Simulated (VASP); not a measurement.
SrB3: relaxation of cell and atoms with PBE

The system is SrB3.

```
Sr B
1.0
     3.83179    0.00000    0.00000
     0.00000    3.83179    0.00000
     0.00000    0.00000    3.83179
Sr B
1 3
Direct
  0.00000 0.00000 0.00000
  0.00000 0.50000 0.50000
  0.50000 0.00000 0.50000
  0.50000 0.50000 0.00000
```

The cell was built by a generator and needn't be a form met in nature.

The cell isn't the ideal one: species swapped into the Be3Tc type (Pm-3m, No. 221).

* Program: VASP 6.6.1
* Task: relaxation of cell and atoms
* Functional: PBE
* Potentials or basis: VASP PAW PBE potentials, release 64 (Sr_sv, B)
* Cutoff: 600 eV
* k mesh: 12 × 12 × 12
* Occupations: gaussian, width 0.1 eV
* Spin: no spin polarisation
* Dipole correction: no
* Further INCAR settings: ALGO = Normal; EDIFF = 1e-06; IBRION = 2; EDIFFG = -0.01; NSW = 100; ISIF = 3

```yaml
Relaxed_volume: 14.26 Å³/atom
Relaxed_cell: a = 3.849 Å, b = 3.849 Å, c = 3.849 Å, α = 90.00°, β = 90.00°, γ = 90.00°
Space_group_after_relaxing_to_0.05_Å: Pm-3m (No. 221)
Energy_gained_by_relaxing: 0.6 meV/atom
Ionic_steps: 3
Pressure_after_relaxing: 0.0 GPa
Band_gap_on_the_k_mesh: none (metal or under the smearing width)
```

Step by step:
```csv
step,energy change (eV),largest force (eV/Å),pressure (GPa),volume (Å³)
1,0.0000,0.0000,0.92,56.26
2,-0.0022,0.0000,0.12,56.92
3,-0.0022,0.0000,0.02,57.02
```

Final structure:
```yaml
crystal:
  lattice:
    - [3.84904, 0.00000, 0.00000]
    - [0.00000, 3.84904, 0.00000]
    - [0.00000, 0.00000, 3.84904]
  atoms:
    - { symbol: Sr, position: [0.00000, 0.00000, 0.00000] }
    - { symbol: B, position: [0.00000, 0.50000, 0.50000] }
    - { symbol: B, position: [0.50000, 0.00000, 0.50000] }
    - { symbol: B, position: [0.50000, 0.50000, 0.00000] }
```

Levels at points of the mesh, in eV from the Fermi level:
| k point | band 7 | band 8 | band 9 | band 10 | band 11 | band 12 |
| --- | --- | --- | --- | --- | --- | --- |
| (0.00, 0.00, 0.00) | -2.92 | -0.90 | -0.90 | -0.90 | 3.02 | 3.02 |
| (0.50, 0.00, 0.00) | -1.55 | -1.26 | -1.26 | -0.43 | 1.88 | 1.88 |
| (0.50, 0.50, 0.00) | -4.52 | -2.98 | 0.19 | 0.19 | 1.51 | 1.72 |
| (0.50, 0.50, 0.50) | -5.21 | -3.63 | -0.79 | -0.79 | -0.79 | 5.97 |

It took 42 s on 1 thread of Intel(R) Xeon(R) 6975P-C (Granite Rapids) (shared host), peak memory 0.24 GiB.
